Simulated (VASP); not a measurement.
Input:

```xyz
2
Lattice="0.0000 2.8300 2.8300 2.8300 0.0000 2.8300 2.8300 2.8300 0.0000" Properties=species:S:1:pos:R:3 pbc="T T T"
Al     0.0000     0.0000     0.0000
As     1.4150     1.4150     1.4150
```

Calculation: G0W0 on PBE orbitals, VASP's PBE PAW potentials (set 64) (plane waves; VASP). Numerical set-up: PREC = Normal, 350 eV cut-off, 6×6×6 Γ-centred mesh, Gaussian smearing of 0.010 eV, potentials Al_GW As_GW.

The mesh is coarse and the basis finite, so the quasiparticle values are not converged.

NBANDS = 120, ENCUTGW = 180 eV, NOMEGA = 64. The PBE levels (eV) that the step starts from are:

```
state                           KS energy  filling
------------------------------  ---------  -------
k1 (0.00, 0.00, 0.00), band 1       -8.44        2
k1 (0.00, 0.00, 0.00), band 2        3.43        2
k1 (0.00, 0.00, 0.00), band 3        3.43        2
k1 (0.00, 0.00, 0.00), band 4        3.43        2
k1 (0.00, 0.00, 0.00), band 5        5.48        0
k1 (0.00, 0.00, 0.00), band 6        7.72        0
k1 (0.00, 0.00, 0.00), band 7        7.72        0
k1 (0.00, 0.00, 0.00), band 8        7.72        0
k5 (0.17, 0.17, 0.00), band 1       -8.08        2
k5 (0.17, 0.17, 0.00), band 2        1.43        2
k5 (0.17, 0.17, 0.00), band 3        2.65        2
k5 (0.17, 0.17, 0.00), band 4        2.65        2
k5 (0.17, 0.17, 0.00), band 5        6.71        0
k5 (0.17, 0.17, 0.00), band 6        7.37        0
k5 (0.17, 0.17, 0.00), band 7        9.05        0
k5 (0.17, 0.17, 0.00), band 8        9.05        0
k11 (0.50, 0.33, 0.00), band 1      -6.64        2
k11 (0.50, 0.33, 0.00), band 2      -1.66        2
k11 (0.50, 0.33, 0.00), band 3       0.64        2
k11 (0.50, 0.33, 0.00), band 4       1.52        2
k11 (0.50, 0.33, 0.00), band 5       5.52        0
k11 (0.50, 0.33, 0.00), band 6       7.16        0
k11 (0.50, 0.33, 0.00), band 7      11.38        0
k11 (0.50, 0.33, 0.00), band 8      11.74        0
```

**Question.** Give the quasiparticle energies and renormalisation factors Z.

**Answer.** 
```tsv
state	QP energy (eV)	Z
k1 (0.00, 0.00, 0.00), band 1	-8.91	0.65
k1 (0.00, 0.00, 0.00), band 2	2.85	0.76
k1 (0.00, 0.00, 0.00), band 3	2.85	0.76
k1 (0.00, 0.00, 0.00), band 4	2.85	0.76
k1 (0.00, 0.00, 0.00), band 5	5.90	0.78
k1 (0.00, 0.00, 0.00), band 6	7.91	0.76
k1 (0.00, 0.00, 0.00), band 7	7.91	0.76
k1 (0.00, 0.00, 0.00), band 8	7.91	0.76
k5 (0.17, 0.17, 0.00), band 1	-8.54	0.67
k5 (0.17, 0.17, 0.00), band 2	0.89	0.75
k5 (0.17, 0.17, 0.00), band 3	2.03	0.76
k5 (0.17, 0.17, 0.00), band 4	2.03	0.76
k5 (0.17, 0.17, 0.00), band 5	6.85	0.77
k5 (0.17, 0.17, 0.00), band 6	7.70	0.76
k5 (0.17, 0.17, 0.00), band 7	9.26	0.74
k5 (0.17, 0.17, 0.00), band 8	9.26	0.74
k11 (0.50, 0.33, 0.00), band 1	-7.03	0.69
k11 (0.50, 0.33, 0.00), band 2	-2.27	0.70
k11 (0.50, 0.33, 0.00), band 3	-0.04	0.73
k11 (0.50, 0.33, 0.00), band 4	0.85	0.74
k11 (0.50, 0.33, 0.00), band 5	5.58	0.78
k11 (0.50, 0.33, 0.00), band 6	7.28	0.77
k11 (0.50, 0.33, 0.00), band 7	11.59	0.73
k11 (0.50, 0.33, 0.00), band 8	11.89	0.73
```
On the mesh the gap opens from 1.43 to 2.03 eV.

The compound is AlAs in the zinc blende structure. The cell was not relaxed at this level.
